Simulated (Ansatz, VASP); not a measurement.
# Zr23Si7O60 (glassy 77ZrO2-23SiO2 (mol %)): VASP beside Ansatz

One calculation is typed for both programs; each brings its own data sets. How far apart do they land? The structure shown is the start of the Ansatz relaxation below; VASP solves that cell, so the two are compared at the walk's first step.

Program: Ansatz 0.2.0. Level of theory: plane waves, with VASP 6.6.1 beside it; single point at PBE. Results are calculated unless marked as measured.

## Step 1: The starting structure

The cell holds 90 atoms: 23 Zr, 7 Si and 60 O. Its edges and angles: a = 10.551 Å, b = 10.551 Å, c = 10.551 Å, α = 90.0°, β = 90.0°, γ = 90.0°. As first built, before any earlier steps moved the atoms (in the runner's words): 90 atoms (23 Zr, 7 Si, 60 O) placed at random at 4.39 g/cm^3, melted at 4000 K for 10 ps at fixed volume with the Morse and Coulomb pair potential with partial charges (Pedone, Malavasi, Menziani, Cormack and Segre, J. Phys. Chem. B 110, 11780 (2006)). Quenched from 1800 K to 300 K at 50 K/ps and fixed volume, held 10 ps at zero pressure, then minimised at fixed cell.

## Step 2: Ansatz: relaxation, PBE

Ansatz runs on its default PAW (the set named soft_2) files.

The two programs are compared at the cell with which this relaxation starts, whose forces are those of its first step.

File input.yaml:

```yaml
crystal:
  lattice:
    - [10.55091, 0.0, 0.0]
    - [0.0, 10.55091, 0.0]
    - [0.0, 0.0, 10.55091]
  atoms:
    - { symbol: Zr, position: [0.13118, 0.66354, 0.18394] }
    - { symbol: Zr, position: [0.97556, 0.19603, 0.31899] }
    - { symbol: Zr, position: [0.23315, 0.5175, 0.50047] }
    - { symbol: Zr, position: [0.42636, 0.65947, 0.276] }
    - { symbol: Zr, position: [0.08428, 0.99393, 0.11319] }
    - { symbol: Zr, position: [0.62882, 0.6012, 0.51697] }
    - { symbol: Zr, position: [0.38522, 0.61207, 0.75024] }
    - { symbol: Zr, position: [0.94314, 0.35496, 0.62231] }
    - { symbol: Zr, position: [0.92016, 0.70524, 0.61835] }
    - { symbol: Zr, position: [0.926, 0.75113, 0.96933] }
    - { symbol: Zr, position: [0.65593, 0.82485, 0.7471] }
    - { symbol: Zr, position: [0.35701, 0.41466, 0.05486] }
    - { symbol: Zr, position: [0.38985, 0.84276, 0.99173] }
    - { symbol: Zr, position: [0.43137, 0.93201, 0.50764] }
    - { symbol: Zr, position: [0.78988, 0.04459, 0.54339] }
    - { symbol: Zr, position: [0.17408, 0.84174, 0.71388] }
    - { symbol: Zr, position: [0.80497, 0.60629, 0.27901] }
    - { symbol: Zr, position: [0.46668, 0.09961, 0.75035] }
    - { symbol: Zr, position: [0.05918, 0.38815, 0.04067] }
    - { symbol: Zr, position: [0.6045, 0.61162, 0.99124] }
    - { symbol: Zr, position: [0.97094, 0.14815, 0.84169] }
    - { symbol: Zr, position: [0.7715, 0.34798, 0.03784] }
    - { symbol: Zr, position: [0.64023, 0.86093, 0.24968] }
    - { symbol: Si, position: [0.41239, 0.23058, 0.44004] }
    - { symbol: Si, position: [0.22933, 0.3304, 0.77639] }
    - { symbol: Si, position: [0.09398, 0.91946, 0.42972] }
    - { symbol: Si, position: [0.63641, 0.39966, 0.74532] }
    - { symbol: Si, position: [0.68353, 0.31063, 0.35198] }
    - { symbol: Si, position: [0.31128, 0.11881, 0.19457] }
    - { symbol: Si, position: [0.80297, 0.04192, 0.06794] }
    - { symbol: O, position: [0.73876, 0.65347, 0.67999] }
    - { symbol: O, position: [0.97908, 0.03204, 0.44125] }
    - { symbol: O, position: [0.02999, 0.31726, 0.45569] }
    - { symbol: O, position: [0.79624, 0.16072, 0.97371] }
    - { symbol: O, position: [0.62057, 0.0061, 0.66508] }
    - { symbol: O, position: [0.87539, 0.16867, 0.6714] }
    - { symbol: O, position: [0.31317, 0.7056, 0.11774] }
    - { symbol: O, position: [0.51457, 0.72892, 0.84821] }
    - { symbol: O, position: [0.44265, 0.56166, 0.4502] }
    - { symbol: O, position: [0.92854, 0.3252, 0.17066] }
    - { symbol: O, position: [0.42788, 0.1317, 0.55398] }
    - { symbol: O, position: [0.29156, 0.99063, 0.10456] }
    - { symbol: O, position: [0.62149, 0.67608, 0.32236] }
    - { symbol: O, position: [0.39133, 0.12926, 0.32005] }
    - { symbol: O, position: [0.00943, 0.73978, 0.78962] }
    - { symbol: O, position: [0.00737, 0.5804, 0.03264] }
    - { symbol: O, position: [0.26347, 0.68493, 0.61621] }
    - { symbol: O, position: [0.81514, 0.77798, 0.17562] }
    - { symbol: O, position: [0.02302, 0.53448, 0.59908] }
    - { symbol: O, position: [0.53816, 0.77453, 0.58544] }
    - { symbol: O, position: [0.43722, 0.51481, 0.91339] }
    - { symbol: O, position: [0.09073, 0.2836, 0.73446] }
    - { symbol: O, position: [0.67141, 0.44259, 0.89248] }
    - { symbol: O, position: [0.90115, 0.95502, 0.98186] }
    - { symbol: O, position: [0.2114, 0.39259, 0.91823] }
    - { symbol: O, position: [0.82601, 0.8837, 0.65481] }
    - { symbol: O, position: [0.49804, 0.97964, 0.90125] }
    - { symbol: O, position: [0.54245, 0.76777, 0.1017] }
    - { symbol: O, position: [0.30772, 0.33586, 0.44725] }
    - { symbol: O, position: [0.72382, 0.45595, 0.38824] }
    - { symbol: O, position: [0.32213, 0.21969, 0.79532] }
    - { symbol: O, position: [0.75774, 0.40044, 0.6546] }
    - { symbol: O, position: [0.99237, 0.58482, 0.29113] }
    - { symbol: O, position: [0.07451, 0.17044, 0.00795] }
    - { symbol: O, position: [0.35166, 0.23367, 0.11079] }
    - { symbol: O, position: [0.0888, 0.81129, 0.05467] }
    - { symbol: O, position: [0.15521, 0.13208, 0.24322] }
    - { symbol: O, position: [0.19943, 0.46606, 0.15404] }
    - { symbol: O, position: [0.6706, 0.96527, 0.41081] }
    - { symbol: O, position: [0.48991, 0.51646, 0.15147] }
    - { symbol: O, position: [0.24082, 0.64091, 0.34661] }
    - { symbol: O, position: [0.08874, 0.87419, 0.28535] }
    - { symbol: O, position: [0.27611, 0.44787, 0.68943] }
    - { symbol: O, position: [0.79138, 0.21185, 0.41117] }
    - { symbol: O, position: [0.67819, 0.00328, 0.12679] }
    - { symbol: O, position: [0.74279, 0.74218, 0.91368] }
    - { symbol: O, position: [0.90795, 0.06635, 0.18287] }
    - { symbol: O, position: [0.75028, 0.53354, 0.10488] }
    - { symbol: O, position: [0.57748, 0.26374, 0.75971] }
    - { symbol: O, position: [0.67834, 0.29281, 0.20222] }
    - { symbol: O, position: [0.05824, 0.82533, 0.54467] }
    - { symbol: O, position: [0.8124, 0.68764, 0.45755] }
    - { symbol: O, position: [0.55204, 0.2867, 0.41738] }
    - { symbol: O, position: [0.45192, 0.85096, 0.3294] }
    - { symbol: O, position: [0.27717, 0.75054, 0.85622] }
    - { symbol: O, position: [0.92301, 0.34898, 0.90403] }
    - { symbol: O, position: [0.23523, 0.95482, 0.46537] }
    - { symbol: O, position: [0.54107, 0.50295, 0.67781] }
    - { symbol: O, position: [0.35177, 0.9384, 0.69198] }
    - { symbol: O, position: [0.08929, 0.00159, 0.78938] }
kpoints:
  mp_grid: { grid: [1, 1, 1] }
hamiltonian:
  xc: pbe
scf:
  occupations: { method: fermi_dirac, width: 0.05 }
output:
  forces: true
relax:
  f_tol: 0.05
  max_steps: 150
  cell: {}
```

The run is started by

```console
ansatz run input.yaml --threads 4 --pin off --max-ram 8192MiB --backend cpu --events-out ev --progress --plain --runs-dir out
```

Numbers of over 12 decimals in the logs are rounded to 6 here.

The log of the run:

```text
Engine: ansatz 0.2.0, x86_64-unknown-linux-gnu
Pseudopotentials: kind: paw
Pseudopotential: Zr, paw, valence charge 12, recommended cutoff 420 eV (normal), Zr.paw.azcp
Pseudopotential: Si, paw, valence charge 4, recommended cutoff 420 eV (normal), Si.paw.azcp
Pseudopotential: O, paw, valence charge 6, recommended cutoff 420 eV (normal), O.paw.azcp
Functional definition: PBE
  parameter kappa = 0.804
  parameter beta = 0.066725
  exchange = pbe_x(kappa = kappa, mu = beta*pi^2/3)
  correlation = pbe_c(beta = beta)
Crystal: 90 atoms, lattice volume = 1174.545 Å³
Basis set: ecut = 420 eV, 22983 PW (Γ), exchange–correlation on 144×144×144 points (8 copies of the dense FFT grid, shifted against one another)
Bands: 422, of which v1, the nominal top of the filled ones, is band 332 counted from 1 (331 counted from 0)
Symmetry: 1 space group operations
Space group: P1 (ITA 1), of the structure as read, at distance tolerance 1.1e-4 Å
k-points: 1
Non-local potential: Zr, projectors of the file, l = 0: 3, l = 1: 2, l = 2: 2, l = 3: 2
Non-local potential: Si, projectors of the file, l = 0: 2, l = 1: 2, l = 2: 2
Non-local potential: O, projectors of the file, l = 0: 2, l = 1: 2, l = 2: 1
PAW form: soft (Blöchl's): semilocal exchange-correlation on the pseudo side does not see the compensation charge
PAW one-centre angular grid: Zr, 590 points (default); XC on 64 Gauss nodes
PAW one-centre angular grid: Si, 110 points (default); XC on 64 Gauss nodes
PAW one-centre angular grid: O, 110 points (default); XC on 64 Gauss nodes
Initial density: superposition of atomic densities (neutral atoms: chi_scale 0, normalization atom), corrected by the library's trained network
Initial wavefunctions: pseudopotential atomic-orbital guess
Functional: x = pbe(κ = 0.804, μ = 0.219515), c = pbe(β = 0.066725)
SCF iter   1: F=—  HF=-134854.401152 eV  |F-HF|=—  |Δ(HF+E_count)|=         —  Δρ=4.03e-3  dr2=1.67e-1  ethr=1.77e-3  ⟨swp⟩=6.0  Hψ=1664  notcnv=0  defer=34
preconditioner: auto → Resta (q_TF=auto, 2.481 Å⁻¹)  ε∞=3.9  [insulator: Δε(μ)=3.215 eV  Ē_g=15.896 eV  σ=0.050 eV  W_gap=1.00  n_scr=304 (ndim 8)  ℏωp=26.9 eV  f_vac=0.086  D(μ)=0.00/eV (n_scr^D=0)  ε∞_Penn≈3.9]
SCF iter   2: F=—  HF=-134854.379005 eV  |F-HF|=—  |Δ(HF+E_count)|=   2.21e-2  Δρ=2.13e-3  dr2=3.20e-2  ethr=2.52e-5  ⟨swp⟩=2.0  Hψ=817  notcnv=0  defer=35
SCF iter   3: F=—  HF=-134854.379964 eV  |F-HF|=—  |Δ(HF+E_count)|=   9.60e-4  Δρ=9.75e-4  dr2=9.53e-3  ethr=4.82e-6  ⟨swp⟩=2.0  Hψ=532  notcnv=0  defer=35
SCF iter   4: F=—  HF=-134854.381264 eV  |F-HF|=—  |Δ(HF+E_count)|=   1.30e-3  Δρ=2.81e-4  dr2=9.72e-4  ethr=1.44e-6  ⟨swp⟩=2.0  Hψ=532  notcnv=0  defer=35
SCF iter   5: F=—  HF=-134854.381399 eV  |F-HF|=—  |Δ(HF+E_count)|=   1.35e-4  Δρ=1.46e-4  dr2=2.44e-4  ethr=1.46e-7  ⟨swp⟩=2.0  Hψ=577  notcnv=0  defer=35
SCF iter   6: F=—  HF=-134854.381443 eV  |F-HF|=—  |Δ(HF+E_count)|=   4.39e-5  Δρ=5.25e-5  dr2=3.57e-5  ethr=3.67e-8  ⟨swp⟩=2.0  Hψ=550  notcnv=0  defer=35
SCF iter   7: F=—  HF=-134854.383782 eV  |F-HF|=—  |Δ(HF+E_count)|=   2.34e-3  Δρ=3.06e-5  dr2=1.05e-5  ethr=5.38e-9  ⟨swp⟩=2.0  Hψ=747  notcnv=0  defer=80
SCF iter   8: F=—  HF=-134854.383785 eV  |F-HF|=—  |Δ(HF+E_count)|=   2.57e-6  Δρ=1.06e-5  dr2=1.41e-6  ethr=1.58e-9  ⟨swp⟩=2.0  Hψ=577  notcnv=0  defer=80
SCF iter   9: F=—  HF=-134854.383786 eV  |F-HF|=—  |Δ(HF+E_count)|=   1.50e-6  Δρ=4.92e-6  dr2=2.97e-7  ethr=2.12e-10  ⟨swp⟩=2.0  Hψ=550  notcnv=0  defer=80
SCF iter  10: F=-134854.383786 eV  HF=-134854.383786 eV  |F-HF|=3.84e-9  |Δ(HF+E_count)|=   1.65e-7  Δρ=2.38e-6  dr2=6.45e-8  ethr=1.51e-11  ⟨swp⟩=4.0  Hψ=1272  notcnv=0
SCF 1 converged in 10 iterations: F = -134854.383786 eV  dr2 = 6.45e-8
  greatest PAW one-centre occupation: 0.995 electrons in one spin orbital (limit 2), on the Zr atom at site 11 (counted from 0), in its partial waves of l = 0
relax step   1: F+E_penalty+E_count = -134854.38378648 eV  Δ(F+E_penalty+E_count) = +0.000e0 eV  max|allowed force component| = 3.328e0 eV/Å  Δτ_max = 0.0000 Å  P = +1.975 GPa  Ω = 1174.545 Å³  (10 SCF iters, dr2 threshold 1.00e-7 eV, accepted)
Crystal: 90 atoms, lattice volume = 1171.209 Å³
Basis set: ecut = 420 eV, 22913 PW (Γ), exchange–correlation on 144×144×144 points (8 copies of the dense FFT grid, shifted against one another)
Initial density: handed on by an earlier stage of this run
Initial wavefunctions: those handed on with the density
iter 1 solved again at ethr=1.83e-4 eV; its pass at ethr=3.10e-3 eV (dr2=1.21e0 eV) is discarded
SCF iter   1: F=—  HF=-134856.683054 eV  |F-HF|=—  |Δ(HF+E_count)|=         —  Δρ=1.23e-2  dr2=1.24e0  ethr=1.83e-4  ⟨swp⟩=7.0  Hψ=1847  notcnv=0
preconditioner: auto → Resta (q_TF=auto, 2.482 Å⁻¹)  ε∞=3.9  [insulator: Δε(μ)=3.485 eV  Ē_g=15.913 eV  σ=0.050 eV  W_gap=1.00  n_scr=298 (ndim 8)  ℏωp=27.0 eV  f_vac=0.084  D(μ)=0.00/eV (n_scr^D=0)  ε∞_Penn≈3.9]
[...]
atom  77  O      0.00237954     0.00157282     0.00277899
  atom  78  O     -0.00022927    -0.00063546     0.00327023
  atom  79  O      0.00416820     0.00273361    -0.00187773
  atom  80  O      0.00344005     0.00181402     0.00173502
  atom  81  O      0.00387635     0.00543116    -0.00464209
  atom  82  O     -0.00063929     0.00284939    -0.00089602
  atom  83  O     -0.00533966    -0.00190645    -0.00011087
  atom  84  O     -0.00032558    -0.00660734    -0.00256259
  atom  85  O     -0.00042290     0.00192738     0.00482221
  atom  86  O      0.00007469    -0.00034921    -0.00208004
  atom  87  O     -0.00221960     0.00010803    -0.00476116
  atom  88  O     -0.00241795     0.00440488    -0.00176126
  atom  89  O     -0.00376699    -0.00117742     0.00146863
  atom  90  O     -0.00384229     0.00162342     0.00129090
  max |Σ_I F_I| component: 1.75e-5 eV/Å
--- Stress (GPa, compression-positive) ---
        0.033986      -0.008615       0.020574
       -0.008615       0.005570       0.016432
        0.020574       0.016432      -0.004177
  P = ⅓ Tr σ = 0.0118 GPa (0.118 kbar)
--- Relaxed structure (18 steps of the walk, 16 accepted, 2 SCFs on fresh bases) ---
  F+E_penalty+E_count = -134858.49482866 eV   max|allowed force component| = 1.089e-2 eV/Å   (the final SCF, on the basis selected at the relaxed cell)
  cell:  # Å, volume = 1215.7670 Å³
    - [10.904111, 0.100283, 0.199664]
    - [0.100283, 10.600058, 0.101209]
    - [0.199664, 0.101209, 10.523955]
  atoms:
    - { symbol: Zr, position: [0.127964, 0.680938, 0.202154] }
    - { symbol: Zr, position: [0.965953, 0.202260, 0.319363] }
    - { symbol: Zr, position: [0.286424, 0.515534, 0.499460] }
    - { symbol: Zr, position: [0.432300, 0.671956, 0.276281] }
    - { symbol: Zr, position: [0.079849, 0.992762, 0.108748] }
    - { symbol: Zr, position: [0.644618, 0.588806, 0.517638] }
    - { symbol: Zr, position: [0.393308, 0.632613, 0.759034] }
    - { symbol: Zr, position: [0.935835, 0.351899, 0.626606] }
    - { symbol: Zr, position: [0.922702, 0.687873, 0.618419] }
    - { symbol: Zr, position: [0.921001, 0.749768, 0.967783] }
    - { symbol: Zr, position: [0.669194, 0.810733, 0.746460] }
    - { symbol: Zr, position: [0.346854, 0.428809, 0.065277] }
    - { symbol: Zr, position: [0.386030, 0.850323, 0.992019] }
    - { symbol: Zr, position: [0.492534, 0.930755, 0.509723] }
    - { symbol: Zr, position: [0.788268, 0.038627, 0.554774] }
    - { symbol: Zr, position: [0.206210, 0.863172, 0.670563] }
    - { symbol: Zr, position: [0.826535, 0.598638, 0.271293] }
    - { symbol: Zr, position: [0.460877, 0.106047, 0.753565] }
    - { symbol: Zr, position: [0.048584, 0.414670, 0.040883] }
    - { symbol: Zr, position: [0.597116, 0.611826, 1.001952] }
    - { symbol: Zr, position: [0.987750, 0.114420, 0.831578] }
    - { symbol: Zr, position: [0.772015, 0.352207, 0.028012] }
    - { symbol: Zr, position: [0.656631, 0.859024, 0.247992] }
    - { symbol: Si, position: [0.414511, 0.222353, 0.425676] }
    - { symbol: Si, position: [0.219485, 0.331795, 0.777550] }
    - { symbol: Si, position: [0.081699, 0.920881, 0.435211] }
    - { symbol: Si, position: [0.628968, 0.394850, 0.745585] }
    - { symbol: Si, position: [0.683126, 0.304151, 0.336790] }
    - { symbol: Si, position: [0.290634, 0.129685, 0.193658] }
    - { symbol: Si, position: [0.812780, 0.047190, 0.061703] }
    - { symbol: O, position: [0.741996, 0.648911, 0.686490] }
    - { symbol: O, position: [0.964970, 0.026371, 0.442167] }
    - { symbol: O, position: [0.00440444, 0.309581, 0.458352] }
    - { symbol: O, position: [0.807301, 0.168055, 0.962893] }
    - { symbol: O, position: [0.621253, -0.00376249, 0.666076] }
    - { symbol: O, position: [0.871711, 0.158446, 0.677137] }
    - { symbol: O, position: [0.309084, 0.730834, 0.134706] }
    - { symbol: O, position: [0.518045, 0.738015, 0.858901] }
    - { symbol: O, position: [0.456757, 0.558754, 0.449587] }
    - { symbol: O, position: [0.932645, 0.336656, 0.175043] }
    - { symbol: O, position: [0.450136, 0.126380, 0.542363] }
    - { symbol: O, position: [0.280275, 0.999163, 0.109896] }
    - { symbol: O, position: [0.630941, 0.674202, 0.325026] }
    - { symbol: O, position: [0.378071, 0.120698, 0.316105] }
    - { symbol: O, position: [-0.015644, 0.721106, 0.798044] }
    - { symbol: O, position: [-0.0084946, 0.595584, 0.065272] }
    - { symbol: O, position: [0.281112, 0.683879, 0.615746] }
    - { symbol: O, position: [0.817659, 0.774374, 0.186971] }
    - { symbol: O, position: [0.00682709, 0.519824, 0.617515] }
    - { symbol: O, position: [0.550639, 0.757854, 0.596435] }
    - { symbol: O, position: [0.425501, 0.526423, 0.918804] }
    - { symbol: O, position: [0.082925, 0.278424, 0.736698] }
    - { symbol: O, position: [0.658467, 0.437665, 0.893600] }
    - { symbol: O, position: [0.905179, 0.955974, 0.968301] }
[...]
- { symbol: O, position: [0.543005, 0.291719, 0.389453] }
    - { symbol: O, position: [0.463787, 0.852677, 0.341741] }
    - { symbol: O, position: [0.286066, 0.774445, 0.851856] }
    - { symbol: O, position: [0.923442, 0.389881, 0.914061] }
    - { symbol: O, position: [0.207989, 0.965951, 0.497292] }
    - { symbol: O, position: [0.538213, 0.504778, 0.682642] }
    - { symbol: O, position: [0.375786, 0.937077, 0.671919] }
    - { symbol: O, position: [0.091709, -0.020032, 0.767845] }
```

[end of part 1 of 2]

[Lines on the potential files, build, host, timing and source positions are cut from VASP's logs without a mark.]

[Logs are printed without paths, hosts, clocks, repeated set-up lines and the standing remarks that a program may print on its own settings, such as how far it seeks lower states.]

[Hosts, paths, dates, database ids (printed as entryN), source tags and the programs' standing remarks are cut or masked in the printed files.]
